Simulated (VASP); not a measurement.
Calculation: PBE GGA, VASP's PBE PAW potentials (set 64) (plane waves; VASP 6.6.1).

Input for VASP

KPOINTS:
```
Automatic mesh
0
Gamma
2 2 2
0 0 0
```

### INCAR
```
! general
SYSTEM =Cs
PREC   =Accurate
ENCUT  =400
LREAL  =.False.
LASPH  =.True.

! electronic loop
EDIFF  =1E-6
NELM   =100
ALGO   =Normal
LMAXMIX=4

! smearing
ISMEAR =1
SIGMA  =0.1

! functional
GGA    =PE

! ions
ISIF   =2

! output
LWAVE  =.False.
LCHARG =.False.
```

**POSCAR**
```
Cs
1
   -3.0500000000     3.0500000000     3.0500000000
    3.0500000000    -3.0500000000     3.0500000000
    3.0500000000     3.0500000000    -3.0500000000
Cs
1
Direct
  0.0000000000   0.0000000000   0.0000000000
```

POTCAR, in this order: Cs_sv (PBE.64 set). Program: vasp_std.

Gaps are read on the run's mesh, which can miss a band edge. Unless said otherwise, spin-orbit coupling is left out, though it shifts the bands of the heavy elements here.

Task: What does the run give for the energy per atom (σ→0), band gap (on the k-mesh)?

Result: 
```json
{
 "energy per atom (σ→0)": "-0.679 eV/atom",
 "band gap (on the k-mesh)": "none (metal, semimetal or under 0.01 eV)"
}
```

OSZICAR:
```
...
DAV:   3    -0.655386549998E+00   -0.27504E+01   -0.27504E+01    48   0.372E+01
DAV:   4    -0.686563423716E+00   -0.31177E-01   -0.31177E-01    96   0.481E+00
DAV:   5    -0.686565026480E+00   -0.16028E-05   -0.16028E-05    56   0.377E-02    0.145E-01
DAV:   6    -0.685953752153E+00    0.61127E-03   -0.11175E-03    72   0.190E-01    0.710E-02
DAV:   7    -0.685812203666E+00    0.14155E-03   -0.10630E-03    48   0.187E-01    0.138E-02
DAV:   8    -0.685838047638E+00   -0.25844E-04   -0.32464E-05    64   0.403E-02    0.202E-03
DAV:   9    -0.685837910329E+00    0.13731E-06   -0.44856E-07    72   0.333E-03
   1 F= -.68583791E+00 E0= -.67878554E+00  d E =-.211571E-01
```

The compound is Cs in the bcc structure. The cell was not relaxed at this level. The k-mesh is coarse (spacing up to 0.73 per Å, 2π included), so the numbers may not be converged in it. The run is one of a series of settings (KPOINTS 2×2×2 Γ-centred mesh against the base run), some of them coarse on purpose.
